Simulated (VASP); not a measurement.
Output of a VASP run:

OSZICAR:
```
       N       E                     dE             d eps       ncg     rms          rms(c)
DAV:   1     0.102770429145E+03    0.10277E+03   -0.74809E+03   770   0.139E+03
DAV:   2    -0.723308316977E+00   -0.10349E+03   -0.96991E+02   871   0.325E+02
DAV:   3    -0.667776176317E+01   -0.59545E+01   -0.59299E+01   905   0.772E+01
DAV:   4    -0.676686411075E+01   -0.89102E-01   -0.89008E-01   931   0.979E+00
DAV:   5    -0.676846605988E+01   -0.16019E-02   -0.16019E-02   940   0.130E+00    0.298E+00
DAV:   6    -0.658044670689E+01    0.18802E+00   -0.29477E-01   983   0.546E+00    0.225E+00
DAV:   7    -0.655071662437E+01    0.29730E-01   -0.81200E-02   884   0.271E+00    0.128E+00
DAV:   8    -0.654870189833E+01    0.20147E-02   -0.40151E-03   905   0.838E-01    0.131E-01
DAV:   9    -0.654866843804E+01    0.33460E-04   -0.13470E-04   955   0.231E-01    0.296E-02
DAV:  10    -0.654866868825E+01   -0.25021E-06   -0.18938E-05   958   0.103E-01    0.896E-03
DAV:  11    -0.654866888919E+01   -0.20094E-06   -0.40529E-06   846   0.346E-02
   1 F= 0.13025799E+01 E0= 0.13025799E+01  d E =0.130258E+01
       N       E                     dE             d eps       ncg     rms          rms(c)
DAV:   1    -0.784364553748E+01   -0.12950E+01   -0.61095E+01   884   0.127E+02    0.135E+01
DAV:   2    -0.568159790470E+01    0.21620E+01   -0.23795E+00   851   0.251E+01    0.506E+00
DAV:   3    -0.509521096797E+01    0.58639E+00   -0.10877E+00   866   0.156E+01    0.309E+00
DAV:   4    -0.504690119932E+01    0.48310E-01   -0.48733E-02   960   0.310E+00    0.313E-01
DAV:   5    -0.504519089476E+01    0.17103E-02   -0.42973E-03   892   0.664E-01    0.106E-01
DAV:   6    -0.504513392455E+01    0.56970E-04   -0.62901E-04   852   0.219E-01    0.852E-02
DAV:   7    -0.504512334020E+01    0.10584E-04   -0.43615E-05   881   0.852E-02    0.592E-03
DAV:   8    -0.504512186777E+01    0.14724E-05   -0.28502E-06   782   0.346E-02    0.229E-03
DAV:   9    -0.504512188237E+01   -0.14604E-07   -0.18507E-07   403   0.496E-03
   2 F= 0.13982951E+01 E0= 0.13982951E+01  d E =0.957152E-01
       N       E                     dE             d eps       ncg     rms          rms(c)
DAV:   1    -0.690608141777E+01   -0.18610E+01   -0.22204E+01   887   0.978E+01    0.607E+00
DAV:   2    -0.622557713919E+01    0.68050E+00   -0.10204E+00   839   0.133E+01    0.274E+00
DAV:   3    -0.604719888778E+01    0.17838E+00   -0.33520E-01   875   0.806E+00    0.113E+00
DAV:   4    -0.603229869976E+01    0.14900E-01   -0.12207E-02  1046   0.149E+00    0.167E-01
DAV:   5    -0.603181720083E+01    0.48150E-03   -0.70318E-04   854   0.259E-01    0.625E-02
DAV:   6    -0.603179150148E+01    0.25699E-04   -0.21934E-05   894   0.805E-02    0.251E-02
DAV:   7    -0.603179143717E+01    0.64309E-07   -0.88787E-06   884   0.451E-02
   3 F= 0.11863573E+01 E0= 0.11863573E+01  d E =-.116223E+00
```

File OUTCAR:
```
------------------------ aborting loop because EDIFF is reached ----------------------------------------
  FORCE on cell =-STRESS in cart. coord.  units (eV):
  Direction    XX          YY          ZZ          XY          YZ          ZX
  --------------------------------------------------------------------------------------
  Total        7.2038044      7.2038044      7.2038044      0.0000000      0.0000000      0.0000000
  in kB      449.1057352    449.1057352    449.1057352      0.0000000      0.0000000      0.0000000
  external PRESSURE =      -0.8942648 kB  Pullay stress =     450.0000000 kB
  volume of cell :       25.70
      direct lattice vectors                 reciprocal lattice vectors
     0.000000000  2.342239495  2.342239495    -0.213470912  0.213470912  0.213470912
     2.342239495 -0.000000000  2.342239495     0.213470912 -0.213470912  0.213470912
     2.342239495  2.342239495  0.000000000     0.213470912  0.213470912 -0.213470912
  FREE ENERGIE OF THE ION-ELECTRON SYSTEM (eV)
  ---------------------------------------------------
  free  energy   TOTEN  =        -6.0317914372 eV

  energy  without entropy=       -6.0317914372  energy(sigma->0) =       -6.03179144
  enthalpy is  TOTEN    =         1.1863572897 eV   P V=        7.2181487269

 reached required accuracy - stopping structural energy minimisation
```
(Selected blocks of OUTCAR.)

POSCAR:
```
NaCl
1
    0.0000000000     2.4088084743     2.4088084743
    2.4088084743     0.0000000000     2.4088084743
    2.4088084743     2.4088084743     0.0000000000
Na Cl
1 1
Direct
  0.0000000000   0.0000000000   0.0000000000
  0.5000000000   0.5000000000   0.5000000000
```

**Question.** Write an INCAR and KPOINTS that could have produced this output.

**Answer.** This is not unique; one that fits is the input of the run itself, LDA (Ceperley-Alder, Perdew-Zunger), plane waves, VASP's LDA PAW potentials (set 64).

**INCAR**
```
ALGO = Normal
EDIFF = 1E-6
EDIFFG = -0.02
ENCUT = 500
IBRION = 2
ISIF = 3
ISMEAR = 0
LASPH = .True.
LCHARG = .False.
LREAL = .False.
LWAVE = .False.
NELM = 100
NSW = 40
PREC = Accurate
PSTRESS = 450
SIGMA = 0.05
SYSTEM = NaCl
```

**KPOINTS**
```
Automatic mesh
0
G
  9 9 9
```

POTCAR, in this order: Na_pv Cl (LDA.64 set). Program: vasp_std.

Energy and stress use the plane-wave basis of the starting cell.

The compound is NaCl in the rock salt structure. This run relaxes it under an external pressure of 45 GPa. Symmetry was kept, so distortions that lower it aren't found.
